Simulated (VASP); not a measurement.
CuCl (zinc blende), at 0.96 of the tabulated volume:

```
CuCl
1.0
    0.00000     2.66844     2.66844
    2.66844     0.00000     2.66844
    2.66844     2.66844     0.00000
Cu Cl
1 1
Direct
  0.00000   0.00000   0.00000
  0.25000   0.25000   0.25000
```

The lowest empty band near Γ, direction [100], from PBE with spin-orbit coupling in VASP (PAW); its two spin partners are averaged. The gap over the points computed is 0.56 eV, and the next band on that side lies 6.03 eV away at the edge.

Run with 400 eV cut-off, 10×10×10 Γ-centred mesh, Gaussian smearing of 0.050 eV, potentials Cu Cl.

| distance from the edge in k (1/Å) | distance in energy (meV) |
|---|---|
| 0.018 | 5.4 |
| 0.025 | 10.4 |
| 0.035 | 20.3 |
| 0.050 | 40.8 |
| 0.070 | 77.6 |

Task: Fit E(1 + αE) = ħ²k²/2m* (ħ²/2m0 = 3.810 eV Å²) and predict the row at 0.095 1/Å.

Result: Least squares on the energies gives the electron mass m* = 0.226 m0 and α = 0.83 per eV, and so 136.7 meV. The run gave 136.6 meV, -0.1 meV from the fit.

Left out are points under 3 meV from the edge, since the levels carry 0.1 meV, and points farther than half the way to the next band.

The compound is CuCl in the zinc blende structure. The cell was not relaxed at this level.
